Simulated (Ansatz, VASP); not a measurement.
# PtS2: VASP beside Ansatz, part 2 of 2

Wanted: the spread between two codes on one cell, functional and k mesh. The cell is taken from a series of runs on this material, whose earlier steps may have relaxed, scaled, displaced or heated it; both programs get it as it stands.

VASP 6.6.1 and Ansatz 0.2.0.

So far: Starting point; VASP: zone-centre phonons, LDA.

## 3. Ansatz: zone-centre phonons, LDA

Level of this step: Ansatz beside VASP: Kohn-Sham DFT, plane waves, LDA (Ansatz).

Ansatz runs on norm-conserving files, of PseudoDojo where its log says so.

The same cell, functional (in two slightly different forms), mesh and smearing now go to Ansatz.

input.yaml reads:

```yaml
crystal:
  lattice:
    - [3.5592926666, 0.0, 0.0]
    - [-1.7796463333, 3.0824378688, 0.0]
    - [0.0, 0.0, 4.5387350586]
  atoms:
    - { symbol: Pt, position: [0.0, 0.0, 0.0] }
    - { symbol: S, position: [0.3333333333, 0.6666666667, 0.2616181361] }
    - { symbol: S, position: [0.6666666667, 0.3333333333, 0.7383818639] }
kpoints:
  mp_grid: { grid: [15, 15, 10] }
hamiltonian:
  xc: lda
  pseudopotentials: { kind: nc, accuracy: standard }
scf:
  occupations: { method: gaussian, width: 0.04082 }
output:
  eigenvalues: true
basis:
  ecutwfc: 1142.878
phonons:
  method: dfpt
```

The run is started by

```console
ansatz run input.yaml --threads 16 --pin off --max-ram 32768MiB --backend cpu --events-out ev --progress --plain --runs-dir out
```

Output:

```text
Warning: basis.ecutwfc = 1142.878 eV is below the records' recommended 1142.878222 eV, and the density's cutoff is lower with it unless basis.ecutrho_ratio is high enough to keep the records' density cutoff: compare with a run at a higher cutoff
Engine: ansatz 0.2.0, aarch64-unknown-linux-gnu
Pseudopotentials: kind: nc
Pseudopotential: Pt, nc, valence charge 18, recommended cutoff 1142.878222 eV (normal), Pt.nc.azcp (PseudoDojo's, or run here from an input of PseudoDojo's; its table is named by hamiltonian.pseudopotentials.accuracy)
Pseudopotential: S, nc, valence charge 6, recommended cutoff 734.707429 eV (normal), S.nc.azcp (PseudoDojo's, or run here from an input of PseudoDojo's; its table is named by hamiltonian.pseudopotentials.accuracy)
Functional definition: SPW92
  exchange = slater_x
  correlation = pw_c
Crystal: 3 atoms, lattice volume = 49.796 Å³
Basis set: ecut = 1142.878 eV, 4333 PW (Γ), exchange–correlation on 80×80×108 points (8 copies of the dense FFT grid, shifted against one another)
Bands: 19, of which v1, the nominal top of the filled ones, is band 15 counted from 1 (14 counted from 0)
Symmetry: 12 space group operations
k-points: 608 of 2250 (irreducible under 2 space group operations, time reversal used)
Non-local potential: Pt, projectors of the file, l = 0: 2, l = 1: 2, l = 2: 2, l = 3: 2
Non-local potential: S, projectors of the file, l = 0: 2, l = 1: 2, l = 2: 2
Initial density: superposition of atomic densities (chi_scale 0.1, normalization cell, long waves kept (reshape's long-wave potential 0.01 eV rms))
Initial wavefunctions: pseudopotential atomic-orbital guess
Functional: x = slater, c = lda
SCF iter   1: F=—  HF=-4159.906768 eV  |F-HF|=—  |Δ(HF+E_count)|=         —  Δρ=8.49e-2  dr2=2.54e0  ethr=3.10e-3  ⟨swp⟩=6.5  Hψ=64647  notcnv=0
preconditioner: auto → Resta (q_TF=auto, 2.507 Å⁻¹)  ε∞=7.4  [insulator: Δε(μ)=0.496 eV  Ē_g=9.768 eV  σ=0.041 eV  W_gap=1.00  n_scr=20 (ndim 8)  ℏωp=24.7 eV  f_vac=0.000  D(μ)=0.00/eV (n_scr^D=0)  ε∞_Penn≈7.4]
SCF iter   2: F=—  HF=-4159.397193 eV  |F-HF|=—  |Δ(HF+E_count)|=   5.10e-1  Δρ=2.93e-2  dr2=1.90e-1  ethr=3.10e-3  ⟨swp⟩=3.3  Hψ=27097  notcnv=0
preconditioner: auto → Kerker (q_TF=auto, 2.507 Å⁻¹)  [metal: Δε(μ)=0.014 eV  Ē_g=9.830 eV  σ=0.041 eV  W_gap=0.19  n_scr=20 (ndim 8)  ℏωp=24.7 eV  f_vac=0.000  D(μ)=0.33/eV (n_scr^D=0)]
SCF iter   3: F=—  HF=-4159.364245 eV  |F-HF|=—  |Δ(HF+E_count)|=   3.29e-2  Δρ=1.64e-2  dr2=5.34e-2  ethr=6.33e-4  ⟨swp⟩=2.2  Hψ=18795  notcnv=0
SCF iter   4: F=—  HF=-4159.350739 eV  |F-HF|=—  |Δ(HF+E_count)|=   1.35e-2  Δρ=1.67e-3  dr2=2.11e-3  ethr=1.78e-4  ⟨swp⟩=2.6  Hψ=18430  notcnv=0  defer=1
SCF iter   5: F=—  HF=-4159.350489 eV  |F-HF|=—  |Δ(HF+E_count)|=   2.50e-4  Δρ=6.02e-4  dr2=1.95e-4  ethr=7.05e-6  ⟨swp⟩=2.3  Hψ=18908  notcnv=0  defer=1
SCF iter   6: F=—  HF=-4159.350468 eV  |F-HF|=—  |Δ(HF+E_count)|=   2.04e-5  Δρ=1.24e-4  dr2=1.08e-5  ethr=6.50e-7  ⟨swp⟩=2.5  Hψ=18387  notcnv=0  defer=1
SCF iter   7: F=—  HF=-4159.350467 eV  |F-HF|=—  |Δ(HF+E_count)|=   1.23e-6  Δρ=3.35e-5  dr2=5.39e-7  ethr=3.58e-8  ⟨swp⟩=2.5  Hψ=16887  notcnv=0  defer=1
SCF iter   8: F=—  HF=-4159.350587 eV  |F-HF|=—  |Δ(HF+E_count)|=   1.20e-4  Δρ=8.21e-6  dr2=4.68e-8  ethr=1.80e-9  ⟨swp⟩=2.4  Hψ=20463  notcnv=0  defer=1
SCF iter   9: F=—  HF=-4159.350587 eV  |F-HF|=—  |Δ(HF+E_count)|=   4.15e-9  Δρ=2.02e-6  dr2=1.64e-9  ethr=1.56e-10  ⟨swp⟩=2.0  Hψ=18543  notcnv=0  defer=1
SCF iter  10: F=—  HF=-4159.350587 eV  |F-HF|=—  |Δ(HF+E_count)|=  8.46e-11  Δρ=3.19e-7  dr2=3.29e-11  ethr=5.48e-12  ⟨swp⟩=2.5  Hψ=17703  notcnv=0  defer=1
SCF iter  11: F=-4159.350587 eV  HF=-4159.350587 eV  |F-HF|=9.09e-13  |Δ(HF+E_count)|=  8.19e-12  Δρ=6.44e-8  dr2=1.76e-12  ethr=1.00e-12  ⟨swp⟩=6.1  Hψ=56382  notcnv=0
SCF 1 converged in 11 iterations: F = -4159.350587 eV  dr2 = 1.76e-12
DFPT response loops at Γ: preconditioner auto → Kerker (q_TF=auto, 2.507 Å⁻¹) (partly filled bands, converged f_vac=0.000); β = 1.00, the filter's whole step (`scf.mixing.beta` (0.50) is not read by the response loops under this deck's `scf.mixing.preconditioner`; to damp them name `kerker` or `kerker_dos`, under which they read `scf.mixing.beta`, and type it under 1.00, their step now; both keys bind the ground state too); Broyden in place of MSR1
SCF converged after 11 iterations
Free energy (F): -4159.350587 eV
Harris-Foulkes:  -4159.350587 eV  (|F-HF|=9.09e-13)
Internal energy: -4159.350459 eV  (E = F + TS)
E sigma→0 (E₀):  -4159.350523 eV
Entropy (-TS):   -0.000129 eV (-0.043 meV/atom)
Fermi energy:    13.020492 eV
--- Per-component energies (eV) ---
  E_band       = -274.923302
  E_kinetic    = 1224.246432
  E_local      = -3210.878681  (includes V_loc(G=0)·N_el)
  E_nonlocal   = 297.302437
  E_hartree    = 1022.695245
  E_xc         = -816.923861
  E_vxc        = -630.984019  (∫ρ·V_xc dr)
  E_ewald      = -2675.792030
  E_smearing   = -0.000129  (= −TS)
  E_closure    = 0.000000  (closes the sum)
  Σ components = -4159.350587   (vs F -4159.350587, Δ=0.00e0)
--- Band table (eV; the first three rows and the last of 608) ---
  k-point 0: bands = [... 11 lower, 10.5139, 11.3965, 11.3965, 13.2182, 14.1172, 14.1172, 16.2442, 18.0616]
  k-point 1: bands = [... 11 lower, 10.4882, 11.3265, 11.3265, 13.0055, 14.2360, 14.2360, 16.3723, 18.2790]
  k-point 2: bands = [... 11 lower, 10.3939, 11.1574, 11.1574, 12.5047, 14.5447, 14.5447, 16.7461, 18.7953]
  k-point 607: bands = [... 11 lower, 9.3541, 9.5831, 10.1458, 11.6704, 13.8639, 14.1898, 17.8521, 20.1155]
--- Phonons (Γ-DFPT): 4 representative perturbations + reference, on 608 of 2250 k-points (Σ response iterations 12) ---
  k mesh reduced under 2 symmetry operations, with k and −k counted as one. Each operation leaves every solved perturbation unchanged. A smaller set is not used because it would not reduce the number of displacements times k-points to solve
  ASR residual: 2.231e-4 → 0.000e0 eV/Å²; symmetrization residual: 5.209e-6 eV/Å²
  ASR residual per site (eV/Å²): 2.23e-4 5.79e-6 5.79e-6
  Γ frequencies (cm⁻¹): 0.00 0.00 0.00 299.89 299.89 311.39 311.39 324.78 334.13
  non-analytic LO–TO correction: not included (Born effective charges unavailable; polar crystals: no LO–TO splitting at Γ)
```

## 4. Differences

Known differences besides the potentials themselves: the two LDA forms differ slightly; the data sets hold 30 valence electrons in Ansatz (on norm-conserving files, of PseudoDojo where its log says so) and 22 in VASP; the cutoff is 1142.88 eV in Ansatz and 500 eV in VASP; VASP's log shows a relativistic correction to its local exchange, Ansatz's none. Total energies have different zeros and are not compared.

Both answers:

```
                  quantity  Ansatz   VASP  difference
optical mode 1 to 2 (cm⁻¹)   299.9  300.0     -0.04 %
optical mode 3 to 4 (cm⁻¹)   311.4  311.5     -0.03 %
     optical mode 5 (cm⁻¹)   324.8  325.0     -0.07 %
     optical mode 6 (cm⁻¹)   334.1  333.7     +0.12 %
```

Modes are paired by rising frequency, not by their patterns, so a pair may set unlike modes beside each other; they are those without the splitting of longitudinal modes.

## 5. Outcome

| Property | Result |
| --- | --- |
| r.m.s. difference of the optical zone-centre modes, each program's sorted by frequency (zone-centre phonons, LDA) | 0.21 cm⁻¹ |

What this shows: The r.m.s. difference of the optical zone-centre modes, each program's sorted by frequency is 0.21 cm⁻¹ (zone-centre phonons, LDA). The data sets hold unlike numbers of valence electrons (30 in Ansatz and 22 in VASP), so part of the differences comes from the potentials. How closely two codes agree says nothing of how well the functional describes the real material.

[Lines on the potential files, build, host, timing and source positions are cut from VASP's logs without a mark.]

[Logs are printed without paths, hosts, clocks, repeated set-up lines and the standing remarks that a program may print on its own settings, such as how far it seeks lower states.]

[Hosts, paths, dates, database ids (printed as entryN), source tags and the programs' standing remarks are cut or masked in the printed files.]
